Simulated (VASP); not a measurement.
Input of a VASP 6.6.1 run:

File INCAR:

```
SYSTEM = Zn
  PREC = Accurate
  ENCUT = 600
  EDIFF = 1E-7
  ISMEAR = 0
  SIGMA = 0.1
  LREAL = .False.
  LASPH = .True.
  NELM = 60
  ALGO = Fast
  ISIF = 3
  LWAVE = .False.
  LCHARG = .False.
  GGA = RP
  IBRION = 2
  NSW = 90
  EDIFFG = -0.005
```

The input KPOINTS:

```
Automatic mesh
0
Gamma
  18 18 10
  0 0 0
```

The input POSCAR:

```
Zn
1.0
    2.6143598000      0.0000000000      0.0000000000
   -1.3071799000      2.2641020000      0.0000000000
    0.0000000000      0.0000000000      4.8731610200
Zn
2
Direct
    0.3333333300      0.6666666700      0.2500000000
    0.6666666700      0.3333333300      0.7500000000
```

Potentials or basis: VASP PAW PBE potentials, release 64 (Zn).

Command:

```sh
$ cat potpaw_PBE.64/Zn/POTCAR > POTCAR
$ mpirun -np 1 vasp_std > vasp.out
```

Task: Predict the space group after relaxing (to 0.05 Å).

Result: P6_3/mmc (No. 194).

Task: What does it give for the band gap on the k mesh?

Result: None (metal or under the smearing width).

Final structure:
```yaml
crystal:
  lattice:
    - [2.67533, 0.00000, 0.00000]
    - [-1.33766, 2.31690, 0.00000]
    - [0.00000, 0.00000, 5.19263]
  atoms:
    - { symbol: Zn, position: [0.33333, 0.66667, 0.25000] }
    - { symbol: Zn, position: [0.66667, 0.33333, 0.75000] }
```
